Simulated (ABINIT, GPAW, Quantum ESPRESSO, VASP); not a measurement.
**One structure in several programs: TiOs (Pm-3m, 2 atoms in the cell)**

Self-consistent single point.

```
TiOs
1.0
    3.08463     0.00000     0.00000
    0.00000     3.08463     0.00000
    0.00000     0.00000     3.08463
Ti Os
1 1
Cartesian
  1.54232   1.54232   1.54232
  0.00000   0.00000   0.00000
```

Shared settings, as Quantum ESPRESSO writes them: occupations = smearing; smearing = gauss; degauss = 0.0073499 Ry; K_POINTS = automatic 14 14 14 0 0 0. Potentials and cutoffs stand in the table.

```
code                                                                                        model  pressure (GPa)   cutoff
----------------  -------------------------------------------------------------------------------  --------------  -------
ABINIT            LDA (PW92), norm-conserving pseudopotentials (PseudoDojo nc-sr-04 LDA standard)          -11.32  1143 eV
GPAW                                LDA (Perdew-Wang 92), GPAW PAW datasets LDA (gpaw-data 1.0.1)          -11.45   800 eV
Quantum ESPRESSO                              LDA (PZ), GBRV 1.5 ultrasoft (LDA) pseudopotentials          -11.23    50 Ry
VASP                                                 LDA (PZ), VASP's LDA PAW potentials (set 64)          -12.04   300 eV
```

On ABINIT's run: spin-orbit coupling is off. Spin polarisation is off.

The spread over the programs that give each value: pressure within 0.81 GPa.

The same LDA comes in different parametrisations, which differ slightly.

VASP's run is marked for a possible Pulay error in its stress at this cutoff; no cutoff test was made.

The starting cell comes from a database of computed structures (which also holds hypothetical and non-ambient phases and stackings), without a prior relaxation at this level.

Left out of this page: Ansatz, Elk, FLEUR and SIESTA (not drawn, or without a comparable value).
